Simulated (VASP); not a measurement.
OSZICAR of a VASP run on AlN (wurtzite):

**OSZICAR**
```
       N       E                     dE             d eps       ncg     rms          rms(c)
DAV:   1     0.581677016651E+02    0.58168E+02   -0.76830E+03   576   0.120E+03
DAV:   2    -0.263954543733E+02   -0.84563E+02   -0.80754E+02   884   0.232E+02
DAV:   3    -0.301460559783E+02   -0.37506E+01   -0.37393E+01   752   0.518E+01
DAV:   4    -0.301759375964E+02   -0.29882E-01   -0.29877E-01   644   0.547E+00
DAV:   5    -0.301763999242E+02   -0.46233E-03   -0.46231E-03   736   0.696E-01    0.128E+01
DAV:   6    -0.248258935157E+02    0.53505E+01   -0.19624E+01   692   0.339E+01    0.408E+00
DAV:   7    -0.248532214914E+02   -0.27328E-01   -0.74950E-01   644   0.683E+00    0.285E+00
DAV:   8    -0.248432189362E+02    0.10003E-01   -0.99612E-02   632   0.334E+00    0.481E-01
DAV:   9    -0.248381867196E+02    0.50322E-02   -0.22607E-02   740   0.113E+00    0.242E-01
DAV:  10    -0.248387430474E+02   -0.55633E-03   -0.23849E-03   644   0.391E-01    0.137E-01
DAV:  11    -0.248386677506E+02    0.75297E-04   -0.20229E-04   704   0.125E-01    0.331E-02
DAV:  12    -0.248386706480E+02   -0.28974E-05   -0.71480E-06   656   0.263E-02    0.607E-03
DAV:  13    -0.248386709175E+02   -0.26955E-06   -0.34607E-06   656   0.147E-02
   1 F= -.24838671E+02 E0= -.24838671E+02  d E =-.248387E+02
       N       E                     dE             d eps       ncg     rms          rms(c)
DAV:   1    -0.248590442998E+02   -0.20374E-01   -0.41869E-01   656   0.624E+00    0.945E-01
DAV:   2    -0.248397253380E+02    0.19319E-01   -0.69472E-02   672   0.207E+00    0.201E-01
DAV:   3    -0.248395637867E+02    0.16155E-03   -0.24241E-03   664   0.445E-01    0.837E-02
DAV:   4    -0.248394424588E+02    0.12133E-03   -0.97764E-05   668   0.943E-02    0.425E-02
DAV:   5    -0.248394104516E+02    0.32007E-04   -0.20918E-05   644   0.421E-02    0.128E-02
DAV:   6    -0.248394098052E+02    0.64643E-06   -0.49273E-07   376   0.687E-03
   2 F= -.24839410E+02 E0= -.24839410E+02  d E =-.738888E-03
       N       E                     dE             d eps       ncg     rms          rms(c)
DAV:   1    -0.248461107791E+02   -0.67003E-02   -0.92142E-02   660   0.295E+00    0.442E-01
DAV:   2    -0.248418684212E+02    0.42424E-02   -0.14914E-02   668   0.956E-01    0.967E-02
DAV:   3    -0.248418509281E+02    0.17493E-04   -0.53778E-04   660   0.211E-01    0.396E-02
DAV:   4    -0.248418342891E+02    0.16639E-04   -0.20094E-05   680   0.429E-02    0.205E-02
DAV:   5    -0.248418319891E+02    0.22999E-05   -0.44707E-06   624   0.197E-02    0.609E-03
DAV:   6    -0.248418322310E+02   -0.24184E-06   -0.11128E-07   308   0.323E-03
   3 F= -.24841832E+02 E0= -.24841832E+02  d E =-.316131E-02
```

Problem. Which electronic solver shows in the log?

Solution. It is blocked Davidson (ALGO = Normal, or the opening steps of other solvers). The INCAR had ALGO = Normal.

Problem. Can the final energy be trusted as converged?

Solution. Self-consistency was reached. It stopped with EDIFF = 1E-6, NELM = 100, NSW = 60 and EDIFFG = -0.02 after 3 ionic steps (optB88-vdW, plane waves, VASP's PBE PAW potentials (set 64)).

The compound is AlN in the wurtzite structure. This run relaxes it. Symmetry was kept, so distortions that lower it aren't found. The start is the result of an earlier pass.
